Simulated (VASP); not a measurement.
Input:

```
CELL_PARAMETERS angstrom
      0.00000     2.26599     2.26599
      2.26599     0.00000     2.26599
      2.26599     2.26599     0.00000
ATOMIC_POSITIONS crystal
  B  0.00000 0.00000 0.00000
  P  0.25000 0.25000 0.25000
```

Method: r2SCAN meta-GGA, VASP's PBE PAW potentials (set 64) (plane waves; VASP). Numerical set-up: 600 eV cut-off, 10×10×10 Γ-centred mesh, Gaussian smearing of 0.050 eV, potentials B P.

Each relaxation starts from this cell; other phases were not tried.

**Question.** The cell is relaxed at 5 GPa. What happens?

**Answer.** The volume per atom goes from 11.64 to 11.32 Å³ (-2.7 %), and the cell becomes a = b = c = 4.4903 Å, α = β = γ = 90.00°, space group F-43m. The gap on the mesh goes from 1.44 to 1.40 eV.

**Question.** The cell is relaxed at 15 GPa. What happens?

**Answer.** The volume per atom goes from 11.64 to 10.78 Å³ (-7.4 %), and the cell becomes a = b = c = 4.418 Å, α = β = γ = 90.00°, space group F-43m. The gap on the mesh goes from 1.44 to 1.34 eV.

Failed runs are left out, and for metals the shear rows, which the mesh's noise covers.

The compound is BP in the zinc blende structure.
